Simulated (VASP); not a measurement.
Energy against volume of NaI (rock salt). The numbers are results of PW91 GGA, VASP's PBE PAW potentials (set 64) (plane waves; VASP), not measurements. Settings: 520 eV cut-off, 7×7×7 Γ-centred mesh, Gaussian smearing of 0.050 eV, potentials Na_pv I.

| V (Å³/atom) | E (eV/atom) |
|---|---|
| 33.723 | -2.71909 |
| 34.766 | -2.72084 |
| 35.809 | -2.71962 |
| 36.852 | -2.71589 |

Question: Fit these four points and predict the energy of the run at 32.680 Å³/atom.

Answer: A cubic in V^(−2/3), the third-order Birch-Murnaghan form, passes through the four points with V0 = 34.83 Å³/atom and B0 = 15 GPa, and gives -2.7138 eV/atom there. The run gave -2.7138 eV/atom, +0.0 meV/atom from the fit; all five points give B0 = 15 GPa.

The compound is NaI in the rock salt structure. It was relaxed first.
